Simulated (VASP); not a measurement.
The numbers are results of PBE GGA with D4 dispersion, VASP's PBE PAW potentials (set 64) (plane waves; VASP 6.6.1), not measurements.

VASP ran on this input.

**KPOINTS**
```
Automatic
0
Gamma
 10 10 10
```

INCAR:
```
SYSTEM = GaN
PREC = Accurate; ENCUT = 520; LREAL = .FALSE.
LASPH = .TRUE.
EDIFF = 1E-7; NELM = 100; ALGO = Normal
LMAXMIX = 4
ISMEAR = 0; SIGMA = 0.05
GGA = PE; IVDW = 13
ISIF = 2
LWAVE = .FALSE.; LCHARG = .FALSE.
```

### POSCAR
```
GaN
4.5012520
  0.0000000000   0.4999999813   0.4999999813
  0.4999999813   0.0000000000   0.4999999813
  0.4999999813   0.4999999813   0.0000000000
Ga N
1 1
direct
  0.0000000000   0.0000000000   0.0000000000
  0.2500000000   0.2500000000   0.2500000000
```

POTCAR, in this order: Ga_d N (PBE.64 set). Program: vasp_std.

Output of the run:

### OSZICAR
```
       N       E                     dE             d eps       ncg     rms          rms(c)
DAV:   1     0.873509611084E+02    0.87351E+02   -0.99069E+03  1312   0.248E+03
DAV:   2    -0.692881683049E+01   -0.94280E+02   -0.88724E+02  1387   0.358E+02
DAV:   3    -0.140210666929E+02   -0.70922E+01   -0.70492E+01  1387   0.875E+01
DAV:   4    -0.141446831055E+02   -0.12362E+00   -0.12346E+00  1416   0.124E+01
DAV:   5    -0.141469044722E+02   -0.22214E-02   -0.22213E-02  1385   0.147E+00    0.773E+00
DAV:   6    -0.121366200374E+02    0.20103E+01   -0.59904E+00  1868   0.489E+01    0.267E+00
DAV:   7    -0.121490377906E+02   -0.12418E-01   -0.35982E-01  1227   0.805E+00    0.178E+00
DAV:   8    -0.121450952327E+02    0.39426E-02   -0.68114E-02  1383   0.443E+00    0.793E-01
DAV:   9    -0.121399428046E+02    0.51524E-02   -0.22099E-02  1845   0.380E+00    0.187E-01
DAV:  10    -0.121402612142E+02   -0.31841E-03   -0.19978E-03  1462   0.760E-01    0.774E-02
DAV:  11    -0.121401709164E+02    0.90298E-04   -0.38583E-04  1818   0.364E-01    0.143E-02
DAV:  12    -0.121401770624E+02   -0.61460E-05   -0.33837E-05  1315   0.804E-02    0.964E-03
DAV:  13    -0.121401768641E+02    0.19834E-06   -0.18717E-06  1442   0.134E-02    0.271E-03
DAV:  14    -0.121401768139E+02    0.50144E-07   -0.10771E-07   911   0.327E-03
   1 F= -.12944279E+02 E0= -.12944279E+02  d E =-.252865E-13
```

### OUTCAR
```
------------------------ aborting loop because EDIFF is reached ----------------------------------------
  Edisp (eV):   -0.80410
  FORCE on cell =-STRESS in cart. coord.  units (eV):
  Direction    XX          YY          ZZ          XY          YZ          ZX
  --------------------------------------------------------------------------------------
  Total       0.01416     0.01416     0.01416     0.00000     0.00000     0.00000
  in kB       0.99522     0.99522     0.99522     0.00000     0.00000     0.00000
  external pressure =        1.00 kB  Pullay stress =        0.00 kB
  volume of cell :       22.80
      direct lattice vectors                 reciprocal lattice vectors
     0.000000000  2.250625916  2.250625916    -0.222160421  0.222160421  0.222160421
     2.250625916  0.000000000  2.250625916     0.222160421 -0.222160421  0.222160421
     2.250625916  2.250625916  0.000000000     0.222160421  0.222160421 -0.222160421
  FREE ENERGIE OF THE ION-ELECTRON SYSTEM (eV)
  ---------------------------------------------------
  free  energy   TOTEN  =       -12.9442792657 eV

  energy  without entropy=      -12.9442792657  energy(sigma->0) =      -12.94427927
```
(Selected blocks of OUTCAR.)

The compound is GaN in the zinc blende structure, a metastable form; wurtzite is the usual one. It was relaxed first.
